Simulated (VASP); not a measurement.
Method: r2SCAN meta-GGA, VASP's PBE PAW potentials (set 64) (plane waves; VASP).

Input for VASP

File KPOINTS_OPT:
```
k-points along high-symmetry lines
7
Line-mode
Reciprocal
  0.000000   0.000000   0.000000 ! GAMMA
  0.000000   0.000000   0.500000 ! X

  0.000000   0.000000   0.500000 ! X
 -0.500000   0.500000   0.500000 ! M

 -0.500000   0.500000   0.500000 ! M
  0.000000   0.000000   0.000000 ! GAMMA

  0.000000   0.000000   0.000000 ! GAMMA
  0.411738   0.411738  -0.411738 ! Z

 -0.411738   0.588262   0.411738 ! Z_0
 -0.500000   0.500000   0.500000 ! M

  0.000000   0.000000   0.500000 ! X
  0.250000   0.250000   0.250000 ! P

  0.250000   0.250000   0.250000 ! P
  0.000000   0.500000   0.000000 ! N

  0.000000   0.500000   0.000000 ! N
  0.000000   0.000000   0.000000 ! GAMMA
```

File KPOINTS:
```
Automatic mesh
0
Gamma
8 8 8
0 0 0
```

POSCAR:
```
Hf2Ge
3.289670
 -1.0000000994   1.0000000994   0.8038423641
  1.0000000994  -1.0000000994   0.8038423641
  1.0000000994   1.0000000994  -0.8038423641
Hf Ge
4 2
Cart
  0.3113828600   0.6886172395   0.0000000000
  0.6886172395   0.3113828600   0.8038423641
  1.3113829594   0.3113828600   0.0000000000
 -0.3113828600   0.6886172395   0.8038423641
  0.0000000000   0.0000000000   0.4019211821
 -0.0000000000   0.0000000000   1.2057635462
```

### INCAR
```
ALGO = Normal
EDIFF = 1E-7
ENCUT = 400
ISIF = 2
ISMEAR = -5
LASPH = .True.
LCHARG = .False.
LEFG = .True.
LMAXMIX = 6
LMIXTAU = .True.
LORBIT = 11
LREAL = .False.
LWAVE = .False.
METAGGA = R2SCAN
NEDOS = 601
NELM = 100
PREC = Accurate
SYSTEM = Hf2Ge
```

POTCAR, in this order: Hf_pv Ge_d (PBE.64 set). Program: vasp_std.

The resulting files:

OSZICAR:
```
       N       E                     dE             d eps       ncg     rms          rms(c)
DAV:   1     0.392999135382E+03    0.39300E+03   -0.31414E+04  5864   0.300E+03
DAV:   2    -0.138295821034E+03   -0.53129E+03   -0.51889E+03  4736   0.766E+02
DAV:   3    -0.222063432572E+03   -0.83768E+02   -0.82244E+02  5600   0.169E+02
DAV:   4    -0.226768062125E+03   -0.47046E+01   -0.46706E+01  5800   0.438E+01
DAV:   5    -0.226912530276E+03   -0.14447E+00   -0.14438E+00  5832   0.801E+00    0.103E+02
DAV:   6    -0.213777995484E+03    0.13135E+02   -0.38943E+00  5976   0.129E+01    0.597E+01
DAV:   7    -0.207711314664E+03    0.60667E+01   -0.53064E+00  5280   0.120E+01    0.612E+00
DAV:   8    -0.214812090652E+03   -0.71008E+01   -0.40261E+00  5184   0.109E+01    0.139E+01
DAV:   9    -0.213303484543E+03    0.15086E+01   -0.37988E-01  5736   0.473E+00    0.253E+00
DAV:  10    -0.212620066809E+03    0.68342E+00   -0.17013E-01  5008   0.277E+00    0.303E+00
DAV:  11    -0.212629831257E+03   -0.97644E-02   -0.89047E-03  5768   0.577E-01    0.273E+00
DAV:  12    -0.212677481169E+03   -0.47650E-01   -0.13726E-01  5200   0.237E+00    0.266E+00
DAV:  13    -0.212685662205E+03   -0.81810E-02   -0.44149E-03  5712   0.386E-01    0.101E+00
DAV:  14    -0.212691132375E+03   -0.54702E-02   -0.65014E-03  5320   0.525E-01    0.839E-01
DAV:  15    -0.212691256490E+03   -0.12412E-03   -0.27716E-04  6104   0.113E-01    0.326E-01
DAV:  16    -0.212691320908E+03   -0.64418E-04   -0.24749E-04  5440   0.909E-02    0.346E-01
DAV:  17    -0.212691275032E+03    0.45876E-04   -0.94889E-05  5400   0.506E-02    0.209E-01
DAV:  18    -0.212691352932E+03   -0.77900E-04   -0.11887E-04  5344   0.556E-02    0.864E-02
DAV:  19    -0.212691354309E+03   -0.13771E-05   -0.78031E-06  5664   0.209E-02    0.462E-02
DAV:  20    -0.212691356769E+03   -0.24599E-05   -0.53073E-06  5592   0.130E-02    0.407E-02
DAV:  21    -0.212691356732E+03    0.36940E-07   -0.12181E-06  5016   0.477E-03    0.358E-03
DAV:  22    -0.212691357457E+03   -0.72463E-06   -0.52979E-07  4520   0.388E-03    0.206E-03
DAV:  23    -0.212691357507E+03   -0.50721E-07   -0.41431E-08  3408   0.172E-03
   1 F= -.21269136E+03 E0= -.21269136E+03  d E =0.000000E+00
       N       E                     dE             ncg
```

File OUTCAR:
```
------------------------ aborting loop because EDIFF is reached ----------------------------------------
  FORCE on cell =-STRESS in cart. coord.  units (eV):
  Direction    XX          YY          ZZ          XY          YZ          ZX
  --------------------------------------------------------------------------------------
  Total        0.4020949      0.4020949     -0.8021196      0.0000000      0.0000000      0.0000000
  in kB        5.6279628      5.6279628    -11.2269487      0.0000000      0.0000000      0.0000000
  external PRESSURE =       0.0096590 kB  Pullay stress =       0.0000000 kB
  volume of cell :      114.47
      direct lattice vectors                 reciprocal lattice vectors
    -3.289670327  3.289670327  2.644376110     0.000000000  0.151990914  0.189080516
     3.289670327 -3.289670327  2.644376110     0.151990914  0.000000000  0.189080516
     3.289670327  3.289670327 -2.644376110     0.151990914  0.151990914  0.000000000
 POSITION                                       TOTAL-FORCE (eV/Angst)
 -----------------------------------------------------------------------------------
      1.02435      2.26532      0.00000        -0.083969      0.083969      0.000000
      2.26532      1.02435      2.64438         0.083969     -0.083969      0.000000
      4.31402      1.02435     -0.00000        -0.083969     -0.083969     -0.000000
     -1.02435      2.26532      2.64438         0.083969      0.083969      0.000000
      0.00000      0.00000      1.32219        -0.000000     -0.000000     -0.000000
      0.00000      0.00000      3.96656        -0.000000     -0.000000     -0.000000
 -----------------------------------------------------------------------------------
    total drift:                                0.000000     -0.000000      0.000000
  FREE ENERGIE OF THE ION-ELECTRON SYSTEM (eV)
  ---------------------------------------------------
  free  energy   TOTEN  =      -212.6913575073 eV

  energy  without entropy=     -212.6913575073  energy(sigma->0) =     -212.69135751

 total charge

# of ion       s       p       d       tot
------------------------------------------
    1        0.333   6.445   1.547   8.325
    2        0.333   6.445   1.547   8.325
    3        0.333   6.445   1.547   8.325
    4        0.333   6.445   1.547   8.325
    5        1.097   1.457  10.051  12.605
    6        1.097   1.457  10.051  12.605
--------------------------------------------------
tot          3.527  28.693  26.289  58.509

 Electric field gradients after diagonalization (V/A^2)
 (convention: |V_zz| > |V_xx| > |V_yy|)
----------------------------------------------------------------------
 ion       V_xx      V_yy      V_zz     asymmetry (V_yy - V_xx)/ V_zz
----------------------------------------------------------------------
   1      23.190     7.476   -30.667       0.512
   2      23.190     7.476   -30.667       0.512
   3      23.190     7.477   -30.667       0.512
   4      23.190     7.477   -30.667       0.512
   5     -61.349   -61.334   122.684       0.000
   6     -61.349   -61.334   122.684       0.000
```
(Selected blocks of OUTCAR.)

For a metal the tetrahedron method with Blöchl corrections gives inexact stress and forces.

The structure comes from a computed database's Hf2Ge entry (I4/mcm); how it stands against other phases isn't given here. It was relaxed first.
